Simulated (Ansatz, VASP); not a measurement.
Two plane-wave programs on GeBr

Contents of INCAR:

```
PREC = Accurate
ENCUT = 520
EDIFF = 1E-7
ISMEAR = 0
SIGMA = 0.1
LREAL = False
LASPH = True
NELM = 80
ALGO = Normal
ISIF = 2
LWAVE = False
LCHARG = False
GGA = PE
NBANDS = 18
```

KPOINTS

```
Automatic mesh
0
Gamma
  6 6 6
```

Contents of POSCAR:

```
GeBr
1.0
    0.0000000000      2.9691247400      2.9691247400
    2.9691247400      0.0000000000      2.9691247400
    2.9691247400      2.9691247400      0.0000000000
Ge Br
1 1
Direct
    0.5000000000      0.5000000000      0.5000000000
    0.0000000000      0.0000000000      0.0000000000
```

Input for Ansatz:

```yaml
crystal:
  lattice:
    - [0.0, 2.96912474, 2.96912474]
    - [2.96912474, 0.0, 2.96912474]
    - [2.96912474, 2.96912474, 0.0]
  atoms:
    - { symbol: Ge, position: [0.5, 0.5, 0.5] }
    - { symbol: Br, position: [0.0, 0.0, 0.0] }
basis:
  ecutwfc: 420
kpoints:
  mp_grid: { grid: [6, 6, 6] }
hamiltonian:
  xc: pbe
scf:
  occupations: { method: gaussian, width: 0.1 }
  lower_state_search: "off"
output:
  forces: true
  stress: true
  eigenvalues: true
```

Change from the starting cell: species swapped into the YbAs type (Fm-3m, No. 225).

Alike in both runs: task single point; functional PBE; k mesh 6 × 6 × 6; occupations gaussian, width 0.1 eV; no spin polarisation.

|  | VASP | Ansatz |
| --- | --- | --- |
| version | VASP 6.6.1 | Ansatz 0.2.0 |
| potentials or method | VASP PAW PBE potentials, release 64 (Ge_d, Br) | scalar-relativistic, plane waves, PAW |
| plane-wave cutoff (eV) | 520 | 420 |
| valence electrons in the cell | 21 | 21 |

|  | VASP | Ansatz | Ansatz less VASP |
| --- | --- | --- | --- |
| gap on the k mesh at the Fermi level (eV) | none | none | - |
| pressure (GPa) | 2.5 | 2.5 | -0.01 |

A gap of «none» marks a metal or a gap that the smearing closes. The functional is the same, so the differences come from potentials, cutoffs and numerics.

Caveats: an odd number of electrons without spin polarisation forces a metal; a magnetic or distorted state may lie lower.
